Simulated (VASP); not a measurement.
VASP ran on this input.

### INCAR
```
LASPH = T   ! aspherical one-centre terms
PREC = Accurate
LMAXMIX = 4
SYSTEM = YN
IBRION = 2   ! conjugate gradients
NSW = 40   ! most ionic steps
EDIFFG = -0.02   ! ionic stop
SIGMA = 0.05   ! width (eV)
GGA = PE   ! PBE
ISIF = 3   ! ions, shape and volume
ALGO = Normal
LREAL = F
NELM = 100
LWAVE = F
EDIFF = 1E-6   ! SCF stop (eV)
ENCUT = 620   ! plane-wave cut-off (eV)
ISMEAR = 0
LCHARG = F
```

### POSCAR
```
YN
1.0
  0.0000000000   2.4524426897   2.4524426897
  2.4524426897   0.0000000000   2.4524426897
  2.4524426897   2.4524426897   0.0000000000
Y N
1 1
Cartesian
  0.0000000000   0.0000000000   0.0000000000
  2.4524426897   2.4524426897   2.4524426897
```

KPOINTS:
```
Automatic mesh
0
G
 9 9 9
0 0 0
```

POTCAR, in this order: Y_sv N (PBE.64 set). Program: vasp_std.

Problem. Write an equivalent input for Ansatz.

Solution. One equivalent input (not run):
Ansatz 0.2 input:
```yaml
crystal:
  lattice:
    - [0.0000000, 2.4524427, 2.4524427]
    - [2.4524427, 0.0000000, 2.4524427]
    - [2.4524427, 2.4524427, 0.0000000]
  atoms:
    - { symbol: Y, position: [0.0000000, 0.0000000, 0.0000000] }
    - { symbol: N, position: [0.5000000, 0.5000000, 0.5000000] }
kpoints:
  mp_grid: { grid: [9, 9, 9] }
hamiltonian:
  xc: pbe
  pseudopotentials: { kind: paw }
scf:
  occupations: { method: gaussian, width: 0.05 }
  max_iter: 100
relax:
  max_steps: 40
  f_tol: 0.02
  cell: {}
output: { forces: true, stress: true, eigenvalues: true }
```
Limits of the translation: each code has its own PAW files, so the cut-off isn't converted (ENCUT is set for VASP's; basis.ecutwfc is left out, and Ansatz then takes the one that its files recommend); Ansatz stops its SCF on the density residual and VASP on the energy change (EDIFF).

The compound is YN in the rock salt structure. It was relaxed first.
